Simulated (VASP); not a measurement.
Given:

```
Ba
1.0
   -2.50799     2.50799     2.50799
    2.50799    -2.50799     2.50799
    2.50799     2.50799    -2.50799
Ba
1
Cartesian
  0.00000   0.00000   0.00000
```

Level of theory: PBE GGA, VASP's PBE PAW potentials (set 64) (plane waves; VASP). Run with 300 eV cut-off, 8×8×8 Γ-centred mesh, Gaussian smearing of 0.10 eV, potentials Ba_sv.

Give the energies of bands 5 to 8 at the high-symmetry points, in eV from the Fermi level.

| band | Γ | H | N | P |
|---|---|---|---|---|
| 5 | -2.72 | -0.52 | -0.86 | 0.55 |
| 6 | 1.86 | -0.52 | 0.72 | 0.55 |
| 7 | 1.86 | 4.38 | 1.27 | 0.55 |
| 8 | 1.86 | 4.38 | 3.22 | 3.82 |

It has no gap at this level: it comes out as a metal or semimetal.

The structure is a typed Ba crystal. The cell was not relaxed at this level.
